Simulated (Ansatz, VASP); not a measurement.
**NaCaF3 in VASP and in Ansatz**

POSCAR

```
NaCaF3
1.0
    4.3363139531      0.0000000000      0.0000000000
    0.0000000000      4.3363139531      0.0000000000
    0.0000000000      0.0000000000      4.3363139531
Na Ca F
1 1 3
Direct
    0.0000000000      0.0000000000      0.0000000000
    0.5000000000      0.5000000000      0.5000000000
    0.5000000000      0.5000000000      0.0000000000
    0.5000000000      0.0000000000      0.5000000000
    0.0000000000      0.5000000000      0.5000000000
```

File INCAR.step1:

```
SYSTEM = NaCaF3
  PREC = Accurate
  ENCUT = 520
  ISMEAR = 0
  SIGMA = 0.01
  LREAL = .FALSE.
  LASPH = .TRUE.
  NELM = 80
  NBANDS = 27
  GGA = PE
  ALGO = Normal
  EDIFF = 1E-4
  LWAVE = .TRUE.
  LCHARG = .FALSE.
```

The input INCAR.step2:

```
SYSTEM = NaCaF3
  PREC = Accurate
  ENCUT = 520
  EDIFF = 1E-6
  ISMEAR = 0
  SIGMA = 0.01
  LREAL = .FALSE.
  LASPH = .TRUE.
  NELM = 80
  ALGO = Normal
  ISIF = 2
  LWAVE = .FALSE.
  LCHARG = .FALSE.
  METAGGA = R2SCAN
  LMIXTAU = .TRUE.
  NBANDS = 27
  ISTART = 1
```

Contents of KPOINTS:

```
regular mesh
0
G
  6 6 6
  0 0 0
```

Input for Ansatz:

```yaml
crystal:
  lattice:
    - [4.3363139531, 0.0, 0.0]
    - [0.0, 4.3363139531, 0.0]
    - [0.0, 0.0, 4.3363139531]
  atoms:
    - { symbol: Na, position: [0.0, 0.0, 0.0] }
    - { symbol: Ca, position: [0.5, 0.5, 0.5] }
    - { symbol: F, position: [0.5, 0.5, 0.0] }
    - { symbol: F, position: [0.5, 0.0, 0.5] }
    - { symbol: F, position: [0.0, 0.5, 0.5] }
kpoints:
  mp_grid: { grid: [6, 6, 6] }
hamiltonian:
  xc: r2scan
scf:
  occupations: { method: fixed }
  n_extra_bands: 5
output:
  forces: true
  stress: true
  eigenvalues: true
```

Alike in both runs: task single point; functional r2SCAN; k mesh 6 × 6 × 6; no spin polarisation.

```csv
,VASP,Ansatz
version,VASP 6.6.1,Ansatz 0.2.0
potentials or method,"VASP PAW PBE potentials, release 64 (Na_pv, Ca_sv, F)","plane waves, PAW"
plane-wave cutoff (eV),520,500
occupations,"gaussian, width 0.01 eV",fixed
valence electrons in the cell,38,40
```

|  | VASP | Ansatz | Ansatz less VASP |
| --- | --- | --- | --- |
| gap on the k mesh at the Fermi level (eV) | 6.02 | 6.02 | +0.001 |
| pressure (GPa) | 2.4 | 1.8 | -0.53 |

The two sets of potentials don't hold the same shells in valence.

Caveats: the PAW data sets were made with another functional, which shifts forces and pressure a little (VASP). r2SCAN opens gaps a little over a GGA but as a rule still falls short of measured ones. A k mesh can miss the band edges.
